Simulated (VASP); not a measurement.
# A VASP study of In2Pt3 (PBEsol): structure first, properties next, part 5 of 7

What structure does In2Pt3 take at this level, and what are its properties? The start is a computed cell from the Materials Project.

VASP 6.6.1; PBEsol; plane waves and PAW (In_d, Pt).

Still holding for the runs below: The k-mesh is coarse for a metal.

So far. Step 4 (Single point with fields (PBEsol)): In this run the pressure is 0.00 GPa, small enough to go on. Step 5 (Band structure (PBEsol)): There is no gap at this level.

**6. Total and projected DOS (PBEsol)**

A density of states needs more k-points than a total energy; ISMEAR = -5 takes tetrahedra, and LORBIT projects the states on the PAW spheres. The mesh is finer than in the run before.

INCAR

```
SYSTEM = In2Pt3
PREC = Accurate
ENCUT = 400
EDIFF = 1E-06
NELM = 100
ISMEAR = -5
SIGMA = 0.2
LREAL = .FALSE.
ALGO = Normal
GGA = PS
NBANDS = 162
LASPH = .TRUE.
LORBIT = 11
LWAVE = .FALSE.
LCHARG = .FALSE.
KPAR = 8
NEDOS = 2001
```

POSCAR

```
In2Pt3
1.0
    5.5731103376      0.0000000000      0.0000000000
   -2.7865551688      4.8264551304      0.0000000000
    0.0000000000      0.0000000000     13.7747212396
In Pt
8 12
Direct
    0.0000000000      0.0000000000      0.2500000000
    0.0000000000      0.0000000000      0.7500000000
    0.3333333300      0.6666666700      0.2500000000
    0.6666666700      0.3333333300      0.7500000000
    0.3333333300      0.6666666700      0.9160549550
    0.3333333300      0.6666666700      0.5839450450
    0.6666666700      0.3333333300      0.0839450450
    0.6666666700      0.3333333300      0.4160549550
    0.1657347159      0.3314694418      0.0895791287
    0.6685305582      0.8342652841      0.0895791287
    0.1657347159      0.8342652841      0.0895791287
    0.6685305582      0.8342652841      0.4104208713
    0.1657347159      0.3314694418      0.4104208713
    0.1657347159      0.8342652841      0.4104208713
    0.8342652841      0.6685305582      0.9104208713
    0.3314694418      0.1657347159      0.9104208713
    0.8342652841      0.1657347159      0.9104208713
    0.3314694418      0.1657347159      0.5895791287
    0.8342652841      0.6685305582      0.5895791287
    0.8342652841      0.1657347159      0.5895791287
```

KPOINTS

```
Automatic mesh
0
Gamma
6 6 2
0 0 0
```

PAW data sets: In_d and Pt (PBE family, release 64).

Launch:

```bash
> mpirun -np 8 vasp_std
```

Log:

```text
[banner, memory and clock lines left out]
running    8 mpi-ranks, on    1 nodes
 distrk:  each k-point on    1 cores,    8 groups
 distr:  one band on    1 cores,    1 groups

 POSCAR found type information on POSCAR InPt
 POSCAR found :  2 types and      20 ions
|                                                                             |
|           W    W    AA    RRRRR   N    N  II  N    N   GGGG   !!!           |
|           W    W   A  A   R    R  NN   N  II  NN   N  G    G  !!!           |
|           W    W  A    A  R    R  N N  N  II  N N  N  G       !!!           |
|           W WW W  AAAAAA  RRRRR   N  N N  II  N  N N  G  GGG   !            |
|           WW  WW  A    A  R   R   N   NN  II  N   NN  G    G                |
|           W    W  A    A  R    R  N    N  II  N    N   GGGG   !!!           |
|                                                                             |
|     For optimal performance we recommend to set                             |
|       NCORE = 2 up to number-of-cores-per-socket                            |
|     NCORE specifies how many cores store one orbital (NPAR=cpu/NCORE).      |
|     This setting can greatly improve the performance of VASP for DFT.       |
|     The default, NCORE=1 might be grossly inefficient on modern             |
|     multi-core architectures or massively parallel machines. Do your        |
|     Unfortunately you need to use the default for GW and RPA                |
|     calculations (for HF NCORE is supported but not extensively tested      |
|     yet).                                                                   |
|                                                                             |

 [... a notice as in an earlier step ...]

 [... a notice as in an earlier step ...]

 LDA part: xc-table for (Slater+PW92), standard interpolation
 POSCAR, INCAR and KPOINTS ok, starting setup
 FFT: planning ... GRIDC
 FFT: planning ... GRID_SOFT
 FFT: planning ... GRID
 WAVECAR not read
 entering main loop
       N       E                     dE             d eps       ncg     rms          rms(c)
DAV:   1     0.248108553515E+04    0.24811E+04   -0.76913E+04  4544   0.152E+03
DAV:   2     0.328692356261E+03   -0.21524E+04   -0.19833E+04  4624   0.436E+02
DAV:   3    -0.903676112011E+02   -0.41906E+03   -0.36691E+03  4608   0.180E+02
DAV:   4    -0.121190965050E+03   -0.30823E+02   -0.29659E+02  5440   0.567E+01
DAV:   5    -0.122254495998E+03   -0.10635E+01   -0.10603E+01  6016   0.943E+00    0.348E+01
DAV:   6    -0.118029420239E+03    0.42251E+01   -0.93996E+00  4984   0.107E+01    0.163E+01
DAV:   7    -0.117215002372E+03    0.81442E+00   -0.11814E+00  6336   0.842E+00    0.602E+00
DAV:   8    -0.117105042691E+03    0.10996E+00   -0.54316E-01  5600   0.333E+00    0.141E+00
DAV:   9    -0.117099053096E+03    0.59896E-02   -0.62152E-02  6464   0.122E+00    0.660E-01
DAV:  10    -0.117098556093E+03    0.49700E-03   -0.74729E-03  5960   0.345E-01    0.237E-01
DAV:  11    -0.117098603977E+03   -0.47884E-04   -0.93477E-04  5576   0.152E-01    0.656E-02
DAV:  12    -0.117098642668E+03   -0.38691E-04   -0.98346E-05  6488   0.685E-02    0.253E-02
DAV:  13    -0.117098646281E+03   -0.36130E-05   -0.19866E-05  6216   0.173E-02    0.138E-02
DAV:  14    -0.117098648414E+03   -0.21323E-05   -0.33154E-06  4224   0.693E-03    0.311E-03
DAV:  15    -0.117098648610E+03   -0.19602E-06   -0.39756E-07  3184   0.340E-03
   1 F= -.11709865E+03 E0= -.11709865E+03  d E =0.000000E+00
|                                                                             |
|           W    W    AA    RRRRR   N    N  II  N    N   GGGG   !!!           |
|           W    W   A  A   R    R  NN   N  II  NN   N  G    G  !!!           |
|           W    W  A    A  R    R  N N  N  II  N N  N  G       !!!           |
|           W WW W  AAAAAA  RRRRR   N  N N  II  N  N N  G  GGG   !            |
|           WW  WW  A    A  R   R   N   NN  II  N   NN  G    G                |
|           W    W  A    A  R    R  N    N  II  N    N   GGGG   !!!           |
|                                                                             |
|     Tetrahedron method does not include variations of the Fermi             |
|     occupations, so forces and stress will be inaccurate. We suggest        |
|     using a different smearing scheme ISMEAR = 1 or 2 for metals in         |
|     relaxations.                                                            |
|                                                                             |
```

Run time: 96 s. Hardware: 8 MPI ranks of AMD EPYC 9R45, shared host; peak memory 4.6 GiB; 11 min of CPU time.

From OUTCAR (step 6):

```text
   k-points           NKPTS =     14   k-points in BZ     NKDIM =     14   number of bands    NBANDS=    162

   NELECT =     224.0000    total number of electrons

 E-fermi :   9.4257

 k-point     1 :       0.0000    0.0000    0.0000
  band No.  band energies     occupation
    ...
    108       9.0285      2.00000
    109       9.0285      2.00000
    110       9.3422      2.00000
    111       9.3422      1.86120
    112       9.5788      1.13998
    113       9.6931      0.00000
    114       9.6938      0.00000
    115       9.7763      0.00000
    116       9.7771      0.00000
    117      10.3870      0.00000
    ...

  Total        1.1031354      1.1031354     -1.2204161      0.0000000     -0.0000000     -0.0000000
  in kB        4.7701350      4.7701350     -5.2772757      0.0000000     -0.0000000     -0.0000000
  external PRESSURE =       1.4209981 kB  Pullay stress =       0.0000000 kB

 POSITION                                       TOTAL-FORCE (eV/Angst)
 -----------------------------------------------------------------------------------
      0.00000      0.00000      3.44368        -0.000000      0.000000     -0.000000
      0.00000      0.00000     10.33104         0.000000      0.000000     -0.000000
     -0.00000      3.21764      3.44368        -0.000000      0.000000     -0.000000
      2.78656      1.60882     10.33104         0.000000      0.000000      0.000000
     -0.00000      3.21764     12.61840         0.000000      0.000000      0.002505
     -0.00000      3.21764      8.04368         0.000000      0.000000     -0.002505
      2.78656      1.60882      1.15632        -0.000000      0.000000     -0.002505
      2.78656      1.60882      5.73104        -0.000000      0.000000      0.002505
     -0.00000      1.59982      1.23393         0.000000      0.038648     -0.064979
      1.40107      4.02654      1.23393        -0.033470     -0.019324     -0.064979
     -1.40107      4.02654      1.23393         0.033470     -0.019324     -0.064979
      1.40107      4.02654      5.65343        -0.033470     -0.019324      0.064979
     -0.00000      1.59982      5.65343         0.000000      0.038648      0.064979
     -1.40107      4.02654      5.65343         0.033470     -0.019324      0.064979
      2.78656      3.22663     12.54079        -0.000000     -0.038648      0.064979
      1.38549      0.79991     12.54079         0.033470      0.019324      0.064979
      4.18762      0.79991     12.54079        -0.033470      0.019324      0.064979
      1.38549      0.79991      8.12129         0.033470      0.019324     -0.064979
      2.78656      3.22663      8.12129        -0.000000     -0.038648     -0.064979
      4.18762      0.79991      8.12129        -0.033470      0.019324     -0.064979
 -----------------------------------------------------------------------------------
    total drift:                               -0.000000      0.000000     -0.000000

  FREE ENERGIE OF THE ION-ELECTRON SYSTEM (eV)
  ---------------------------------------------------
  free  energy   TOTEN  =      -117.0986486097 eV

  energy  without entropy=     -117.0986486097  energy(sigma->0) =     -117.09864861

[... 7 parts as in an earlier step ...]

[... 9 further parts left out ...]
```

With tetrahedra the forces and stress of a metal are not exact derivatives of the energy.

Numbers from this step:

```
irreducible k-points   : 14
free energy (TOTEN)    : -117.0986 eV
Fermi energy           : 9.426 eV
pressure               : 0.1421 GPa
DOS at the Fermi level : 0.6062 states/eV/cell
```

The density of states has structure finer than the step of the table below, so its rows give means over 0.5 eV, whole bins alone (the curve runs from -12.0 to 1.60 eV). Peaks (eV: height): total -4.87: 34.6, -3.24: 42.9, -1.44: 36.3, -1.21: 34.6; Pt d -3.24: 33.3, -1.83: 27.7, -1.44: 30.9, -1.29: 29.8; Pt p -6.98: 1.24, -3.24: 1.69, -1.21: 1.30, -0.82: 1.78; In p -5.18: 2.02, -4.87: 2.04, -4.56: 1.66, -3.24: 1.82; Pt s -6.12: 2.03, -5.50: 3.01, -5.18: 3.87, -4.95: 2.26.

States under -12.0 eV and over 1.6 eV are left out. Table of density of states by energy, zero at the Fermi level; means over each step; values in states/eV/cell:

| energy (eV) | total | Pt d | Pt p | In p | Pt s | In s |
| --- | --- | --- | --- | --- | --- | --- |
| -10.5 | 0 | 0 | 0 | 0 | 4.4e-6 | 0 |
| -10.0 | 0.574 | 0.00253 | 0.00641 | 0.00628 | 0.231 | 0.157 |
| -9.5 | 1.75 | 0.0161 | 0.0393 | 0.0350 | 0.695 | 0.456 |
| -9.0 | 2.05 | 0.0357 | 0.0771 | 0.0577 | 0.756 | 0.525 |
| -8.5 | 3.35 | 0.110 | 0.171 | 0.107 | 1.09 | 0.899 |
| -8.0 | 3.36 | 0.221 | 0.209 | 0.112 | 0.902 | 0.958 |
| -7.5 | 4.81 | 0.525 | 0.340 | 0.165 | 1.10 | 1.37 |
| -7.0 | 8.22 | 2.13 | 0.559 | 0.166 | 0.753 | 2.69 |
| -6.5 | 8.39 | 2.95 | 0.455 | 0.318 | 0.979 | 1.95 |
| -6.0 | 7.22 | 2.90 | 0.436 | 0.329 | 1.13 | 1.05 |
| -5.5 | 11.9 | 6.40 | 0.519 | 0.686 | 1.54 | 0.670 |
| -5.0 | 26.5 | 17.6 | 0.849 | 1.53 | 1.91 | 0.409 |
| -4.5 | 22.1 | 16.4 | 0.812 | 1.17 | 0.587 | 0.138 |
| -4.0 | 24.2 | 18.3 | 0.959 | 1.02 | 0.461 | 0.232 |
| -3.5 | 24.1 | 18.3 | 0.973 | 1.13 | 0.340 | 0.141 |
| -3.0 | 31.4 | 24.1 | 1.43 | 1.46 | 0.368 | 0.152 |
| -2.5 | 20.7 | 15.6 | 1.13 | 1.04 | 0.244 | 0.161 |
| -2.0 | 22.8 | 18.9 | 0.748 | 0.557 | 0.282 | 0.121 |
| -1.5 | 30.6 | 26.1 | 0.844 | 0.461 | 0.560 | 0.168 |
| -1.0 | 22.2 | 17.2 | 1.23 | 0.490 | 0.485 | 0.513 |
| -0.5 | 10.6 | 6.32 | 1.17 | 0.523 | 0.312 | 0.592 |
| 0.0 | 2.35 | 1.23 | 0.302 | 0.181 | 0.118 | 0.101 |
| 0.5 | 6.33 | 3.18 | 0.754 | 0.612 | 0.308 | 0.213 |
| 1.0 | 7.19 | 3.65 | 0.730 | 0.887 | 0.197 | 0.244 |

Force by atom:

| atom | x (eV/Å) | y (eV/Å) | z (eV/Å) | size |
| --- | --- | --- | --- | --- |
| In1 | 0.0000 | 0.0000 | 0.0000 | 0.0000 |
| In2 | 0.0000 | 0.0000 | 0.0000 | 0.0000 |
| In3 | 0.0000 | 0.0000 | 0.0000 | 0.0000 |
| In4 | 0.0000 | 0.0000 | 0.0000 | 0.0000 |
| In5 | 0.0000 | 0.0000 | 0.0025 | 0.0025 |
| In6 | 0.0000 | 0.0000 | -0.0025 | 0.0025 |
| In7 | 0.0000 | 0.0000 | -0.0025 | 0.0025 |
| In8 | 0.0000 | 0.0000 | 0.0025 | 0.0025 |
| Pt9 | 0.0000 | 0.0386 | -0.0650 | 0.0756 |
| Pt10 | -0.0335 | -0.0193 | -0.0650 | 0.0756 |
| Pt11 | 0.0335 | -0.0193 | -0.0650 | 0.0756 |
| Pt12 | -0.0335 | -0.0193 | 0.0650 | 0.0756 |
| Pt13 | 0.0000 | 0.0386 | 0.0650 | 0.0756 |
| Pt14 | 0.0335 | -0.0193 | 0.0650 | 0.0756 |
| Pt15 | 0.0000 | -0.0386 | 0.0650 | 0.0756 |
| Pt16 | 0.0335 | 0.0193 | 0.0650 | 0.0756 |
| Pt17 | -0.0335 | 0.0193 | 0.0650 | 0.0756 |
| Pt18 | 0.0335 | 0.0193 | -0.0650 | 0.0756 |
| Pt19 | 0.0000 | -0.0386 | -0.0650 | 0.0756 |
| Pt20 | -0.0335 | 0.0193 | -0.0650 | 0.0756 |

The finer mesh and the other smearing move the Fermi level by -0.01 eV from the 4×4×2 run, a small shift, which tests the Fermi level alone. Of the states within 0.3 eV of the Fermi level, the largest shares in the PAW spheres are Pt d 53 %, Pt p 13 % and In p 8 %. The rest lies in smaller channels or between the spheres.

**7. Volume scan with PBEsol, volume scale 0.94**

An equation of state needs energies on both sides of the minimum, all on one mesh and cutoff.

INCAR

```
SYSTEM = In2Pt3
PREC = Accurate
ENCUT = 400
EDIFF = 1E-06
NELM = 100
ISMEAR = 1
SIGMA = 0.2
LREAL = .FALSE.
ALGO = Normal
GGA = PS
NBANDS = 138
LASPH = .TRUE.
LORBIT = 11
LWAVE = .FALSE.
LCHARG = .FALSE.
KPAR = 4
NCORE = 2
ISIF = 2
```

Changes to POSCAR since step 6:

```diff
@@ -2,5 +2,5 @@
 1.0
-    5.5731103376      0.0000000000      0.0000000000
-   -2.7865551688      4.8264551304      0.0000000000
-    0.0000000000      0.0000000000     13.7747212396
+    5.4593414691      0.0000000000      0.0000000000
+   -2.7296707345      4.7279284001      0.0000000000
+    0.0000000000      0.0000000000     13.4935255777
 In Pt
```

KPOINTS

```
Automatic mesh
0
Gamma
4 4 2
0 0 0
```

Launch:

```bash
> mpirun -np 8 vasp_std
```

Log:

```text
[... set-up lines as in an earlier step ...]
 entering main loop
       N       E                     dE             d eps       ncg     rms          rms(c)
DAV:   1     0.272441026714E+04    0.27244E+04   -0.79735E+04  2208   0.182E+03
DAV:   2     0.399214313956E+03   -0.23252E+04   -0.22216E+04  2248   0.533E+02
DAV:   3    -0.761838602863E+02   -0.47540E+03   -0.42698E+03  2280   0.222E+02
DAV:   4    -0.120358557054E+03   -0.44175E+02   -0.41877E+02  2832   0.713E+01
DAV:   5    -0.121670989798E+03   -0.13124E+01   -0.13049E+01  3176   0.115E+01    0.411E+01
DAV:   6    -0.117358222465E+03    0.43128E+01   -0.10548E+01  2424   0.122E+01    0.195E+01
DAV:   7    -0.116456735745E+03    0.90149E+00   -0.17257E+00  3072   0.979E+00    0.589E+00
DAV:   8    -0.116402699197E+03    0.54037E-01   -0.50424E-01  2840   0.406E+00    0.130E+00
DAV:   9    -0.116396666529E+03    0.60327E-02   -0.52939E-02  3128   0.134E+00    0.921E-01
DAV:  10    -0.116395515615E+03    0.11509E-02   -0.85123E-03  2952   0.449E-01    0.230E-01
DAV:  11    -0.116395638089E+03   -0.12247E-03   -0.10526E-03  2552   0.200E-01    0.687E-02
DAV:  12    -0.116395657081E+03   -0.18992E-04   -0.10319E-04  3096   0.851E-02    0.302E-02
DAV:  13    -0.116395657844E+03   -0.76351E-06   -0.20366E-05  2920   0.229E-02    0.117E-02
DAV:  14    -0.116395658460E+03   -0.61541E-06   -0.23753E-06  1832   0.112E-02
   1 F= -.11639566E+03 E0= -.11639752E+03  d E =0.557967E-02
```

Run time: 37 s. Hardware: 8 MPI ranks; peak memory 2.3 GiB; 4.3 min of CPU time.

Parts of OUTCAR (step 7):

```text
   ENCUT  =  400.0 eV  29.40 Ry    5.42 a.u.   8.90  8.90 22.00*2*pi/ulx,y,z

   NELECT =     224.0000    total number of electrons

 E-fermi :  10.4481

 k-point     1 :       0.0000    0.0000    0.0000
  band No.  band energies     occupation
    ...
    107       9.6708      2.00000
    108       9.8647      2.00030
    109       9.8647      2.00030
    110      10.2753      2.00927
    111      10.2753      2.00927
    112      10.5120      0.48853
    113      10.7430     -0.05751
    114      10.7438     -0.05717
    115      10.8366     -0.01915
    116      10.8377     -0.01883
    ...

  Total       28.3817308     28.3817308     25.0731316      0.0000000      0.0000000     -0.0000000
  in kB      130.5608210    130.5608210    115.3406983      0.0000000      0.0000000     -0.0000000
  external PRESSURE =     125.4874467 kB  Pullay stress =       0.0000000 kB

 POSITION                                       TOTAL-FORCE (eV/Angst)
 -----------------------------------------------------------------------------------
      0.00000      0.00000      3.37338         0.000000     -0.000000     -0.000000
      0.00000      0.00000     10.12014        -0.000000     -0.000000     -0.000000
     -0.00000      3.15195      3.37338        -0.000000     -0.000000     -0.000000
      2.72967      1.57598     10.12014         0.000000     -0.000000     -0.000000
     -0.00000      3.15195     12.36081         0.000000     -0.000000     -0.424923
     -0.00000      3.15195      7.87948         0.000000     -0.000000      0.424923
      2.72967      1.57598      1.13271        -0.000000     -0.000000      0.424923
      2.72967      1.57598      5.61405        -0.000000     -0.000000     -0.424923
     -0.00000      1.56716      1.20874         0.000000      0.040224     -0.034906
      1.37247      3.94435      1.20874        -0.034835     -0.020112     -0.034906
     -1.37247      3.94435      1.20874         0.034835     -0.020112     -0.034906
      1.37247      3.94435      5.53802        -0.034835     -0.020112      0.034906
     -0.00000      1.56716      5.53802         0.000000      0.040224      0.034906
     -1.37247      3.94435      5.53802         0.034835     -0.020112      0.034906
      2.72967      3.16076     12.28479        -0.000000     -0.040224      0.034906
      1.35720      0.78358     12.28479         0.034835      0.020112      0.034906
      4.10214      0.78358     12.28479        -0.034835      0.020112      0.034906
      1.35720      0.78358      7.95550         0.034835      0.020112     -0.034906
      2.72967      3.16076      7.95550        -0.000000     -0.040224     -0.034906
      4.10214      0.78358      7.95550        -0.034835      0.020112     -0.034906
 -----------------------------------------------------------------------------------
    total drift:                               -0.000000      0.000000     -0.000000

  FREE ENERGIE OF THE ION-ELECTRON SYSTEM (eV)
  ---------------------------------------------------
  free  energy   TOTEN  =      -116.3956584596 eV

  energy  without entropy=     -116.4012381317  energy(sigma->0) =     -116.39751835

[... 5 parts as in an earlier step ...]

[... 11 further parts left out ...]
```

The scan keeps the cell's shape and the fractional positions fixed.

This step gave:

```
SCF cycles              : 14
bands                   : 138
irreducible k-points    : 8
free energy (TOTEN)     : -116.3957 eV
energy at zero smearing : -116.3975 eV
Fermi energy            : 10.45 eV
pressure                : 12.55 GPa
```

Force by atom:

| atom | x (eV/Å) | y (eV/Å) | z (eV/Å) | size |
| --- | --- | --- | --- | --- |
| In1 | 0.000 | 0.000 | 0.000 | 0.000 |
| In2 | 0.000 | 0.000 | 0.000 | 0.000 |
| In3 | 0.000 | 0.000 | 0.000 | 0.000 |
| In4 | 0.000 | 0.000 | 0.000 | 0.000 |
| In5 | 0.000 | 0.000 | -0.425 | 0.425 |
| In6 | 0.000 | 0.000 | 0.425 | 0.425 |
| In7 | 0.000 | 0.000 | 0.425 | 0.425 |
| In8 | 0.000 | 0.000 | -0.425 | 0.425 |
| Pt9 | 0.000 | 0.040 | -0.035 | 0.053 |
| Pt10 | -0.035 | -0.020 | -0.035 | 0.053 |
| Pt11 | 0.035 | -0.020 | -0.035 | 0.053 |
| Pt12 | -0.035 | -0.020 | 0.035 | 0.053 |
| Pt13 | 0.000 | 0.040 | 0.035 | 0.053 |
| Pt14 | 0.035 | -0.020 | 0.035 | 0.053 |
| Pt15 | 0.000 | -0.040 | 0.035 | 0.053 |
| Pt16 | 0.035 | 0.020 | 0.035 | 0.053 |
| Pt17 | -0.035 | 0.020 | 0.035 | 0.053 |
| Pt18 | 0.035 | 0.020 | -0.035 | 0.053 |
| Pt19 | 0.000 | -0.040 | -0.035 | 0.053 |
| Pt20 | -0.035 | 0.020 | -0.035 | 0.053 |

The pressure here is 12.55 GPa.

(Part 5 of 7 ends here.)

[Lines on the potential files, build, host, timing and source positions are cut from VASP's logs without a mark.]

[Logs are printed without paths, hosts, clocks, repeated set-up lines and the standing remarks that a program may print on its own settings, such as how far it seeks lower states.]

[Hosts, paths, dates, database ids (printed as entryN), source tags and the programs' standing remarks are cut or masked in the printed files.]

[A measured line is paired with the nearest computed mode of its activity, which favours agreement.]
